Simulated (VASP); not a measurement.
All values below come from PBEsol GGA, VASP's PBE PAW potentials (set 64) (plane waves; VASP).

VASP ran on this input.

File KPOINTS:
```
Automatic mesh
0
Gamma
9 9 9
0 0 0
```

POSCAR:
```
GaP
1
   -0.0000000000     2.6336860328     2.6336860328
    2.6336860328     0.0000000000     2.6336860328
    2.6336860328     2.6336860328     0.0000000000
Ga P
1 1
Direct
  0.0000000000   0.0000000000   0.0000000000
  0.2500000000   0.2500000000   0.2500000000
```

INCAR:
```
SIGMA  =  0.05
PREC  =  Accurate
NELM  =  100   # most electronic steps
LCHARG  =  F
GGA  =  PS
ISIF  =  3   # ions, shape and volume
LREAL  =  F   # projection in real space or not
NSW  =  40   # most ionic steps
EDIFF  =  1E-6
SYSTEM  =  GaP
PSTRESS  =  100   # kbar
LASPH  =  T   # aspherical one-centre terms
EDIFFG  =  -0.02   # ionic stop
ISMEAR  =  0   # Gaussian
LMAXMIX  =  4   # l cut-off of mixed one-centre charges
ALGO  =  Normal   # blocked Davidson
LWAVE  =  F
IBRION  =  2   # conjugate gradients
ENCUT  =  500   # plane-wave cut-off (eV)
```

POTCAR, in this order: Ga_d P (PBE.64 set). Program: vasp_std.

Output of the run:

**OSZICAR**
```
       N       E                     dE             d eps       ncg     rms          rms(c)
DAV:   1     0.766052796278E+02    0.76605E+02   -0.92664E+03   947   0.206E+03
DAV:   2    -0.464058730376E+01   -0.81246E+02   -0.77773E+02  1005   0.323E+02
DAV:   3    -0.100542388145E+02   -0.54137E+01   -0.53851E+01  1145   0.719E+01
DAV:   4    -0.101480048584E+02   -0.93766E-01   -0.93706E-01  1142   0.102E+01
DAV:   5    -0.101497667380E+02   -0.17619E-02   -0.17618E-02  1110   0.115E+00    0.468E+00
DAV:   6    -0.987233419449E+01    0.27743E+00   -0.45778E-01  1452   0.160E+01    0.300E+00
DAV:   7    -0.982106951507E+01    0.51265E-01   -0.12697E-01  1308   0.329E+00    0.110E+00
DAV:   8    -0.981794069367E+01    0.31288E-02   -0.14931E-02  1065   0.188E+00    0.230E-01
DAV:   9    -0.981804757816E+01   -0.10688E-03   -0.12712E-03  1275   0.637E-01    0.665E-02
DAV:  10    -0.981805179370E+01   -0.42155E-05   -0.78390E-05  1172   0.928E-02    0.230E-02
DAV:  11    -0.981807345339E+01   -0.21660E-04   -0.23022E-05  1035   0.594E-02    0.473E-03
DAV:  12    -0.981807340495E+01    0.48442E-07   -0.13655E-06   800   0.201E-02
   1 F= -.75376714E+01 E0= -.75376714E+01  d E =-.753767E+01
```

File OUTCAR:
```
------------------------ aborting loop because EDIFF is reached ----------------------------------------
  FORCE on cell =-STRESS in cart. coord.  units (eV):
  Direction    XX          YY          ZZ          XY          YZ          ZX
  --------------------------------------------------------------------------------------
  Total        2.2653829      2.2653829      2.2653829      0.0000000     -0.0000000      0.0000000
  in kB       99.3413813     99.3413813     99.3413813      0.0000000     -0.0000000      0.0000000
  external PRESSURE =      -0.6586187 kB  Pullay stress =     100.0000000 kB
  volume of cell :       36.54
      direct lattice vectors                 reciprocal lattice vectors
     0.000000000  2.633686033  2.633686033    -0.189847990  0.189847990  0.189847990
     2.633686033  0.000000000  2.633686033     0.189847990 -0.189847990  0.189847990
     2.633686033  2.633686033  0.000000000     0.189847990  0.189847990 -0.189847990
  FREE ENERGIE OF THE ION-ELECTRON SYSTEM (eV)
  ---------------------------------------------------
  free  energy   TOTEN  =        -9.8180734049 eV

  energy  without entropy=       -9.8180734049  energy(sigma->0) =       -9.81807340
  enthalpy is  TOTEN    =        -7.5376713959 eV   P V=        2.2804020091

 reached required accuracy - stopping structural energy minimisation
```
(Selected blocks of OUTCAR.)

**OUTCAR**
```
 val. band max:        5.6772236538   @ k =   0.0000   0.0000   0.0000

 cond. band min:       6.9378871407   @ k =   0.4444   0.4444   0.0000


 Fermi energy:         5.9330956597

 k-point     1 :       0.0000    0.0000    0.0000
  band No.  band energies     occupation
      1      -9.0857      2.00000
      2      -9.0857      2.00000
      3      -9.0857      2.00000
      4      -8.9492      2.00000
      5      -8.9492      2.00000
      6      -7.6728      2.00000
      7       5.6772      2.00000
      8       5.6772      2.00000
      9       5.6772      2.00000
     10       8.2867      0.00000
     11       9.4583      0.00000
     12       9.4583      0.00000
     13       9.4583      0.00000

 k-point     2 :       0.1111    0.0000    0.0000
  band No.  band energies     occupation
      1      -9.1051      2.00000
      2      -9.0804      2.00000
      3      -9.0804      2.00000
      4      -8.9493      2.00000
      5      -8.9493      2.00000
      6      -7.4863      2.00000
      7       4.2524      2.00000
      8       5.4527      2.00000
      9       5.4527      2.00000
     10       8.6090      0.00000
     11       9.7894      0.00000
     12       9.7894      0.00000
     13      10.1585      0.00000

 k-point     3 :       0.2222    0.0000    0.0000
  band No.  band energies     occupation
      1      -9.1463      2.00000
      2      -9.0682      2.00000
      3      -9.0682      2.00000
      4      -8.9483      2.00000
      5      -8.9483      2.00000
      6      -6.9548      2.00000
      7       2.0447      2.00000
      8       5.0088      2.00000
      9       5.0088      2.00000
     10       8.2060      0.00000
     11      10.3271      0.00000
     12      10.3271      0.00000
     13      12.0156      0.00000

 k-point     4 :       0.3333    0.0000    0.0000
  band No.  band energies     occupation
      1      -9.1848      2.00000
      2      -9.0573      2.00000
      3      -9.0573      2.00000
...
```

The compound is GaP in the zinc blende structure. It was relaxed first under an external pressure of 10 GPa.
